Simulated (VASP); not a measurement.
OSZICAR of a VASP run on PtAl2 (fluorite):

### OSZICAR
```
       N       E                     dE             d eps       ncg     rms          rms(c)
DAV:   1    -0.320118058322E+01   -0.32012E+01   -0.65982E+03  1424   0.109E+03
DAV:   2    -0.697931372841E+02   -0.66592E+02   -0.58954E+02  1640   0.190E+02
DAV:   3    -0.718035313347E+02   -0.20104E+01   -0.19835E+01  1776   0.323E+01
DAV:   4    -0.718220495903E+02   -0.18518E-01   -0.18513E-01  1660   0.367E+00
DAV:   5    -0.718223493934E+02   -0.29980E-03   -0.29978E-03  1796   0.496E-01    0.966E+00
DAV:   6    -0.678751408165E+02    0.39472E+01   -0.33932E+00  1628   0.198E+01    0.363E+00
DAV:   7    -0.678016772080E+02    0.73464E-01   -0.42506E-01  1564   0.656E+00    0.214E+00
DAV:   8    -0.678596315584E+02   -0.57954E-01   -0.93044E-02  1440   0.247E+00    0.531E-01
DAV:   9    -0.678527440585E+02    0.68875E-02   -0.28951E-02  1456   0.151E+00    0.169E-01
DAV:  10    -0.678649730089E+02   -0.12229E-01   -0.11354E-02  1448   0.908E-01    0.115E-01
DAV:  11    -0.678659876292E+02   -0.10146E-02   -0.97884E-04  1608   0.298E-01    0.389E-02
DAV:  12    -0.678659438555E+02    0.43774E-04   -0.41767E-04  1548   0.231E-01    0.190E-02
DAV:  13    -0.678662107828E+02   -0.26693E-03   -0.13596E-04  1524   0.140E-01    0.465E-03
DAV:  14    -0.678662109835E+02   -0.20074E-06   -0.51666E-06  1748   0.243E-02    0.173E-03
DAV:  15    -0.678662111371E+02   -0.15359E-06   -0.67320E-07  1572   0.878E-03    0.131E-03
DAV:  16    -0.678662116029E+02   -0.46581E-06   -0.11413E-07  1112   0.365E-03    0.472E-04
DAV:  17    -0.678662116009E+02    0.20013E-08   -0.41363E-08   844   0.251E-03
   1 F= -.67866212E+02 E0= -.67866437E+02  d E =0.677485E-03
```

Q: Which electronic solver shows in the log?

A: It is blocked Davidson (ALGO = Normal, or the opening steps of other solvers). The INCAR had ALGO = Normal.

Q: Can the final energy be trusted as converged?

A: The calculation finished and met its thresholds. It stopped with EDIFF = 1E-7, NELM = 100 (r2SCAN meta-GGA, plane waves, VASP's PBE PAW potentials (set 64)).

The compound is PtAl2 in the fluorite structure. This cell was strained or had an atom moved on purpose.
